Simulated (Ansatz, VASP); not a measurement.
## Ti3SiO8 (amorphous 25SiO2-75TiO2 (mol %)) in two plane-wave programs

Aim: how closely do two programs agree when they are given the same cell, functional and k mesh? The cell is taken from a series of runs on this material, whose earlier steps may have relaxed, scaled, displaced or heated it; both programs get it as it stands.

Method: plane waves, with VASP 6.6.1 beside it; single point at PBE, in Ansatz 0.2.0.

## Step 1: The structure

The cell holds 96 atoms: 8 Si, 24 Ti and 64 O. Its edges and angles: a = 10.799 Å, b = 10.799 Å, c = 10.799 Å, α = 90.0°, β = 90.0°, γ = 90.0°. As first built, before any earlier steps moved the atoms (in the runner's words): 96 atoms (8 Si, 24 Ti, 64 O) placed at random at 3.16 g/cm^3, melted at 5000 K for 10 ps at fixed volume with the Morse and Coulomb pair potential with partial charges (Pedone, Malavasi, Menziani, Cormack and Segre, J. Phys. Chem. B 110, 11780 (2006)). Quenched from 5000 K to 300 K at 50 K/ps and fixed volume, held 5 ps, then minimised at fixed cell.

## Step 2: VASP: single point, PBE, pair 1

A single point gives forces, pressure and levels at one fixed geometry, so differences don't come from the geometry; what else differs is listed under the comparison.

Lines of VASP's logs that name or quote its potential files are left out, and so is its time.

Contents of INCAR:

```
SYSTEM = Ti3SiO8
PREC = Accurate
ENCUT = 520
EDIFF = 1E-06
NELM = 120
ISMEAR = -1
SIGMA = 0.025
LREAL = Auto
ALGO = Normal
GGA = PE
NBANDS = 424
LASPH = .TRUE.
LORBIT = 11
LWAVE = .FALSE.
LCHARG = .FALSE.
ISIF = 2
GGA_COMPAT = .FALSE.
EFERMI = MIDGAP
NCORE = 2
```

Contents of POSCAR:

```
Ti3SiO8
1.0
   10.7990000000      0.0000000000      0.0000000000
    0.0000000000     10.7990000000      0.0000000000
    0.0000000000      0.0000000000     10.7990000000
Si Ti O
8 24 64
Direct
    0.2262000000      0.0696000000      0.2629200000
    0.6192500000      0.3670400000      0.4559200000
    0.9011800000      0.3970900000      0.3942700000
    0.5481700000      0.4042100000      0.7237900000
    0.6649400000      0.6595100000      0.5176200000
    0.3311500000      0.8554200000      0.4158600000
    0.9761200000      0.1995000000      0.5630700000
    0.8133000000      0.1461100000      0.7617100000
    0.9598500000      0.6127000000      0.5973800000
    0.1765100000      0.5719500000      0.9064600000
    0.4067200000      0.9811700000      0.0627700000
    0.9709900000      0.1286900000      0.0157800000
    0.0736200000      0.3954600000      0.1495800000
    0.6976400000      0.7886000000      0.9347600000
    0.8431300000      0.8743800000      0.6543800000
    0.3732300000      0.3175200000      0.2650800000
    0.6259800000      0.9565000000      0.4221500000
    0.3927800000      0.2418200000      0.9401400000
    0.4629500000      0.5890300000      0.0676800000
    0.6943600000      0.0478200000      0.1412800000
    0.6914300000      0.3760300000      0.0977600000
    0.5296200000      0.1094400000      0.6496000000
    0.8125900000      0.5050700000      0.8568500000
    0.7055300000      0.6552200000      0.2286600000
    0.4771000000      0.7848500000      0.7263500000
    0.0145900000      0.7399700000      0.2273000000
    0.2675000000      0.5649000000      0.3311300000
    0.2858400000      0.5344700000      0.6327200000
    0.2244100000      0.1119100000      0.7239100000
    0.1517900000      0.8682900000      0.9537000000
[... 60 atom lines left out ...]
    0.2964000000      0.4814700000      0.4744900000
    0.2145200000      0.3981800000      0.2464100000
    0.5436000000      0.7531200000      0.8743700000
    0.3955700000      0.5452400000      0.2172800000
    0.0523200000      0.9990800000      0.9610600000
    0.3683000000      0.1469200000      0.6522000000
```

Contents of KPOINTS:

```
Automatic mesh
0
Gamma
1 1 1
0 0 0
```

Potentials, in the order of the species: Si, Ti_sv and O (PBE family, release 64).

Command:

```console
mpirun -np 8 vasp_gam
```

Numbers of over 12 decimals in the logs are rounded to 6 here.

The program printed:

```text
[banner, memory and clock lines left out]
running    8 mpi-ranks, on    1 nodes
[...]
LDA part: xc-table for (Slater+PW92), standard interpolation
 POSCAR, INCAR and KPOINTS ok, starting setup
[...]
entering main loop
       N       E                     dE             d eps       ncg     rms          rms(c)
DAV:   1     0.130743465817E+05    0.13074E+05   -0.38946E+05   848   0.198E+03
DAV:   2     0.214257887109E+04   -0.10932E+05   -0.10398E+05   848   0.609E+02
DAV:   3    -0.704136916104E+03   -0.28467E+04   -0.26958E+04  1000   0.275E+02
DAV:   4    -0.101700374879E+04   -0.31287E+03   -0.31154E+03  1152   0.998E+01
[...]
DAV:  19    -0.820699393794E+03   -0.84054E-05   -0.13538E-05  1000   0.101E-02    0.560E-03
DAV:  20    -0.820699394862E+03   -0.10687E-05   -0.39676E-06   816   0.512E-03    0.409E-03
DAV:  21    -0.820699394729E+03    0.13308E-06   -0.12497E-06   512   0.311E-03
   1 F= -.82069939E+03 E0= -.82069939E+03  d E =0.000000E+00
```

OUTCAR, selected parts (step 2):

```text
  FREE ENERGIE OF THE ION-ELECTRON SYSTEM (eV)
  ---------------------------------------------------
  free  energy   TOTEN  =      -820.6993947292 eV

  energy  without entropy=     -820.6993947292  energy(sigma->0) =     -820.69939473
```

This run has no spin polarisation, so a moment on Ti, if there is one, isn't seen.

## Step 3: Ansatz: single point, PBE, pair 1

Ansatz runs on its default PAW (the set named soft_2) files.

The same cell, functional, mesh and smearing now go to Ansatz, which takes its cutoff from its data sets.

Contents of input.yaml:

```yaml
crystal:
  lattice:
    - [10.799, 0.0, 0.0]
    - [0.0, 10.799, 0.0]
    - [0.0, 0.0, 10.799]
  atoms:
    - { symbol: Si, position: [0.2262, 0.0696, 0.26292] }
    - { symbol: Si, position: [0.61925, 0.36704, 0.45592] }
    - { symbol: Si, position: [0.90118, 0.39709, 0.39427] }
    - { symbol: Si, position: [0.54817, 0.40421, 0.72379] }
    - { symbol: Si, position: [0.66494, 0.65951, 0.51762] }
    - { symbol: Si, position: [0.33115, 0.85542, 0.41586] }
    - { symbol: Si, position: [0.97612, 0.1995, 0.56307] }
    - { symbol: Si, position: [0.8133, 0.14611, 0.76171] }
    - { symbol: Ti, position: [0.95985, 0.6127, 0.59738] }
    - { symbol: Ti, position: [0.17651, 0.57195, 0.90646] }
    - { symbol: Ti, position: [0.40672, 0.98117, 0.06277] }
    - { symbol: Ti, position: [0.97099, 0.12869, 0.01578] }
    - { symbol: Ti, position: [0.07362, 0.39546, 0.14958] }
    - { symbol: Ti, position: [0.69764, 0.7886, 0.93476] }
    - { symbol: Ti, position: [0.84313, 0.87438, 0.65438] }
    - { symbol: Ti, position: [0.37323, 0.31752, 0.26508] }
    - { symbol: Ti, position: [0.62598, 0.9565, 0.42215] }
    - { symbol: Ti, position: [0.39278, 0.24182, 0.94014] }
    - { symbol: Ti, position: [0.46295, 0.58903, 0.06768] }
    - { symbol: Ti, position: [0.69436, 0.04782, 0.14128] }
    - { symbol: Ti, position: [0.69143, 0.37603, 0.09776] }
    - { symbol: Ti, position: [0.52962, 0.10944, 0.6496] }
    - { symbol: Ti, position: [0.81259, 0.50507, 0.85685] }
    - { symbol: Ti, position: [0.70553, 0.65522, 0.22866] }
    - { symbol: Ti, position: [0.4771, 0.78485, 0.72635] }
    - { symbol: Ti, position: [0.01459, 0.73997, 0.2273] }
    - { symbol: Ti, position: [0.2675, 0.5649, 0.33113] }
    - { symbol: Ti, position: [0.28584, 0.53447, 0.63272] }
    - { symbol: Ti, position: [0.22441, 0.11191, 0.72391] }
    - { symbol: Ti, position: [0.15179, 0.86829, 0.9537] }
[... 60 atom lines left out ...]
    - { symbol: O, position: [0.2964, 0.48147, 0.47449] }
    - { symbol: O, position: [0.21452, 0.39818, 0.24641] }
    - { symbol: O, position: [0.5436, 0.75312, 0.87437] }
    - { symbol: O, position: [0.39557, 0.54524, 0.21728] }
    - { symbol: O, position: [0.05232, 0.99908, 0.96106] }
    - { symbol: O, position: [0.3683, 0.14692, 0.6522] }
kpoints:
  mp_grid: { grid: [1, 1, 1] }
hamiltonian:
  xc: pbe
scf:
  occupations: { method: fermi_dirac, width: 0.025 }
output:
  forces: true
```

Command:

```console
ansatz run input.yaml --threads 4 --pin off --max-ram 8192MiB --backend cpu --events-out ev --progress --plain --runs-dir out
```

The program printed:

```text
Engine: ansatz 0.2.0, aarch64-unknown-linux-gnu
Pseudopotentials: kind: paw
Pseudopotential: Si, paw, valence charge 4, recommended cutoff 420 eV (normal), Si.paw.azcp
Pseudopotential: Ti, paw, valence charge 12, recommended cutoff 420 eV (normal), Ti.paw.azcp
Pseudopotential: O, paw, valence charge 6, recommended cutoff 420 eV (normal), O.paw.azcp
Functional definition: PBE
  parameter kappa = 0.804
  parameter beta = 0.066725
  exchange = pbe_x(kappa = kappa, mu = beta*pi^2/3)
  correlation = pbe_c(beta = beta)
Crystal: 96 atoms, lattice volume = 1259.362 Å³
Basis set: ecut = 420 eV, 24573 PW (Γ), exchange–correlation on 150×150×150 points (8 copies of the dense FFT grid, shifted against one another)
Bands: 448, of which v1, the nominal top of the filled ones, is band 352 counted from 1 (351 counted from 0)
Symmetry: 1 space group operations
Space group: P1 (ITA 1), of the structure as read, at distance tolerance 1.1e-4 Å
k-points: 1
Non-local potential: Si, projectors of the file, l = 0: 2, l = 1: 2, l = 2: 2
Non-local potential: Ti, projectors of the file, l = 0: 3, l = 1: 2, l = 2: 3, l = 3: 1
Non-local potential: O, projectors of the file, l = 0: 2, l = 1: 2, l = 2: 1
PAW form: soft (Blöchl's): semilocal exchange-correlation on the pseudo side does not see the compensation charge
PAW one-centre angular grid: Si, 110 points (default); XC on 64 Gauss nodes
PAW one-centre angular grid: Ti, 590 points (default); XC on 64 Gauss nodes
PAW one-centre angular grid: O, 110 points (default); XC on 64 Gauss nodes
Initial density: superposition of atomic densities (neutral atoms: chi_scale 0, normalization atom), corrected by the library's trained network
Initial wavefunctions: pseudopotential atomic-orbital guess
Functional: x = pbe(κ = 0.804, μ = 0.219515), c = pbe(β = 0.066725)
SCF iter   1: F=—  HF=-101507.754664 eV  |F-HF|=—  |Δ(HF+E_count)|=         —  Δρ=4.26e-3  dr2=3.10e-1  ethr=1.77e-3  ⟨swp⟩=6.0  Hψ=1729  notcnv=0  defer=54
preconditioner: auto → Resta (q_TF=auto, 2.476 Å⁻¹)  ε∞=5.8  [insulator: Δε(μ)=2.946 eV  Ē_g=10.757 eV  σ=0.025 eV  W_gap=1.00  n_scr=340 (ndim 8)  ℏωp=23.7 eV  f_vac=0.136  D(μ)=0.00/eV (n_scr^D=0)  ε∞_Penn≈5.8]
SCF iter   2: F=—  HF=-101507.727370 eV  |F-HF|=—  |Δ(HF+E_count)|=   2.73e-2  Δρ=2.19e-3  dr2=5.69e-2  ethr=4.40e-5  ⟨swp⟩=2.0  Hψ=576  notcnv=0  defer=90
SCF iter   3: F=—  HF=-101507.726252 eV  |F-HF|=—  |Δ(HF+E_count)|=   1.12e-3  Δρ=1.12e-3  dr2=2.31e-2  ethr=8.08e-6  ⟨swp⟩=3.0  Hψ=696  notcnv=0  defer=50
automatic band count: iteration 3 solves 408 bands in place of 448: the levels show a gap, and the empty bands left out lie too high to hold charge; the band table lists the bands solved (type scf.n_extra_bands for more)
SCF iter   4: F=—  HF=-101507.725385 eV  |F-HF|=—  |Δ(HF+E_count)|=   8.67e-4  Δρ=4.77e-4  dr2=4.80e-3  ethr=3.29e-6  ⟨swp⟩=3.0  Hψ=556  notcnv=0  defer=50
SCF iter   5: F=—  HF=-101507.724901 eV  |F-HF|=—  |Δ(HF+E_count)|=   4.85e-4  Δρ=2.20e-4  dr2=7.81e-4  ethr=6.82e-7  ⟨swp⟩=2.0  Hψ=688  notcnv=0  defer=50
SCF iter   6: F=—  HF=-101507.724946 eV  |F-HF|=—  |Δ(HF+E_count)|=   4.57e-5  Δρ=1.34e-4  dr2=2.56e-4  ethr=1.11e-7  ⟨swp⟩=2.0  Hψ=686  notcnv=0  defer=50
SCF iter   7: F=—  HF=-101507.724936 eV  |F-HF|=—  |Δ(HF+E_count)|=   1.08e-5  Δρ=5.40e-5  dr2=4.14e-5  ethr=3.64e-8  ⟨swp⟩=2.0  Hψ=685  notcnv=0  defer=50
SCF iter   8: F=—  HF=-101507.721745 eV  |F-HF|=—  |Δ(HF+E_count)|=   3.19e-3  Δρ=2.81e-5  dr2=1.12e-5  ethr=5.88e-9  ⟨swp⟩=2.0  Hψ=751  notcnv=0  defer=50
SCF iter   9: F=—  HF=-101507.721750 eV  |F-HF|=—  |Δ(HF+E_count)|=   4.14e-6  Δρ=1.18e-5  dr2=2.17e-6  ethr=1.60e-9  ⟨swp⟩=2.0  Hψ=701  notcnv=0  defer=50
SCF iter  10: F=—  HF=-101507.721751 eV  |F-HF|=—  |Δ(HF+E_count)|=   1.32e-6  Δρ=6.61e-6  dr2=6.68e-7  ethr=3.09e-10  ⟨swp⟩=2.0  Hψ=686  notcnv=0  defer=50
SCF iter  11: F=—  HF=-101507.721751 eV  |F-HF|=—  |Δ(HF+E_count)|=   1.94e-7  Δρ=2.73e-6  dr2=1.17e-7  ethr=9.49e-11  ⟨swp⟩=2.0  Hψ=686  notcnv=0  defer=50
SCF iter  12: F=-101507.721751 eV  HF=-101507.721751 eV  |F-HF|=1.28e-9  |Δ(HF+E_count)|=   7.66e-8  Δρ=1.66e-6  dr2=4.37e-8  ethr=1.42e-11  ⟨swp⟩=4.0  Hψ=1117  notcnv=0
SCF 1 converged in 12 iterations: F = -101507.721751 eV  dr2 = 4.37e-8
  greatest PAW one-centre occupation: 0.999 electrons in one spin orbital (limit 2), on the Ti atom at site 14 (counted from 0), in its partial waves of l = 0
SCF converged after 12 iterations
Free energy (F): -101507.721751 eV
Harris-Foulkes:  -101507.721751 eV  (|F-HF|=1.28e-9)
Internal energy: -101507.721751 eV  (E = F + TS)
E sigma→0 (E₀):  -101507.721751 eV
Fermi energy:    6.184585 eV
--- Per-component energies (eV) ---
  E_band       = -7123.908538
  E_kinetic    = 18257.807255
  E_local      = -60809.301263  (includes V_loc(G=0)·N_el)
  E_nonlocal   = 3359.441549
  E_hartree    = 23910.502737
  E_xc         = -7545.753889
  E_vxc        = -9380.247910  (∫ρ·V_xc dr)
  E_paw        = -39347.926880  (= ΣΔE_a)
  E_vpaw       = -6372.775815  (= ΣTr[D̂ρ^β])
  E_aug_tail   = 0.161653  (compensation charges beyond the density's cutoff)
  E_ewald      = -39332.652912
  E_smearing   = -0.000000  (= −TS)
  E_closure    = 0.000000  (closes the sum)
  Σ components = -101507.721751   (vs F -101507.721751, Δ=0.00e0)
--- Forces (eV/Å), atoms counted from 1 ---
  atom   1  Si     0.84235500    -1.45958292    -0.92427617
  atom   2  Si     1.06895561     2.35969062     0.80308163
  atom   3  Si    -0.69423550    -0.48518055     1.62508751
  atom   4  Si     0.31925741    -0.00455565    -0.48939398
  atom   5  Si     1.39504208    -1.35105000    -0.97838520
  atom   6  Si    -0.41320912     0.36261411    -0.03975759
  atom   7  Si    -1.84532943     0.59762845     0.30819604
  atom   8  Si     0.84239093    -0.33933131    -1.66351656
  atom   9  Ti    -0.06665799     0.33912770     0.22525679
  atom  10  Ti     0.84874090     0.87875360    -0.33990927
  atom  11  Ti    -0.67696107     1.27897914     0.58988089
  atom  12  Ti    -0.93516431    -1.09153485     0.19416587
  atom  13  Ti     1.06314214     0.12811539     0.73354121
  atom  14  Ti    -0.68164677    -0.41663139    -0.63500663
  atom  15  Ti    -0.07744760    -0.02459548     0.54529671
  atom  16  Ti    -0.94643916     0.21083455    -1.33803674
  atom  17  Ti    -0.11391401    -0.44132557     0.61003960
  atom  18  Ti    -0.03491330    -1.26400692    -0.08272191
  atom  19  Ti     0.84878153    -0.66868532     1.24111917
  atom  20  Ti    -0.74760833    -0.75383062    -0.03599318
  atom  21  Ti    -0.29966350     1.39431469    -0.40098899
  atom  22  Ti     0.66953744    -1.04099883     0.03080851
  atom  23  Ti    -1.48890432     0.80833220     0.11130822
  atom  24  Ti    -0.61037728    -0.58369684    -0.33108680
[...]
atom  89  O      0.51447760    -0.28806950    -0.19813000
  atom  90  O      0.63764535     0.67557967    -1.14111877
  atom  91  O     -0.06760046    -1.34270573    -0.06527127
  atom  92  O      0.00620183    -0.33978104     0.24162848
  atom  93  O     -0.47550554    -0.44579447     1.06803942
  atom  94  O      0.38244774    -0.48651624    -0.07181005
  atom  95  O     -0.23985349     0.62890933    -0.44661055
  atom  96  O     -0.74034068     0.61751907    -0.62707095
  max |Σ_I F_I| component: 8.40e-5 eV/Å
```

The column dr2 measures how far the density is from self-consistency, as an energy; F and HF (Harris–Foulkes) agree once it is small.

## Step 4: Comparison

Known differences besides the potentials themselves: the cutoff is 420 eV in Ansatz and 520 eV in VASP (PREC = Accurate, projectors in real space). Total energies have different zeros and are not compared.

Both answers:

```tsv
quantity	Ansatz	VASP	difference
gap on the k mesh (eV)	2.940	2.918	+0.022
```

Forces on 10 of the 96 atoms, those with the largest forces and the largest differences (eV/Å; atoms numbered as in POSCAR):

```tsv
atom	Ansatz x, y, z	VASP x, y, z
Si2	1.069, 2.360, 0.803	1.066, 2.341, 0.791
Si5	1.395, -1.351, -0.978	1.392, -1.357, -0.979
Si7	-1.845, 0.598, 0.308	-1.824, 0.603, 0.316
Ti17	-0.114, -0.441, 0.610	-0.118, -0.502, 0.544
Ti28	0.342, 2.065, 0.412	0.340, 2.116, 0.415
O35	1.502, -0.098, 1.541	1.518, -0.104, 1.604
O55	-0.128, 0.814, -0.248	-0.118, 0.888, -0.297
O83	-0.497, -1.931, -1.009	-0.474, -1.984, -1.027
O87	1.107, 1.395, 1.280	1.100, 1.358, 1.318
O90	0.638, 0.676, -1.141	0.698, 0.661, -1.199
```

The forces differ by 26 meV/Å r.m.s., which is 3.4 % of the r.m.s. force of 0.754 eV/Å (both taken over all components). A gap on the mesh is an upper bound, since the band edges may lie between its points.

(Continued in part 2 of 2.)

[Lines on the potential files, build, host, timing and source positions are cut from VASP's logs without a mark.]

[Logs are printed without paths, hosts, clocks, repeated set-up lines and the standing remarks that a program may print on its own settings, such as how far it seeks lower states.]

[Hosts, paths, dates, database ids (printed as entryN), source tags and the programs' standing remarks are cut or masked in the printed files.]
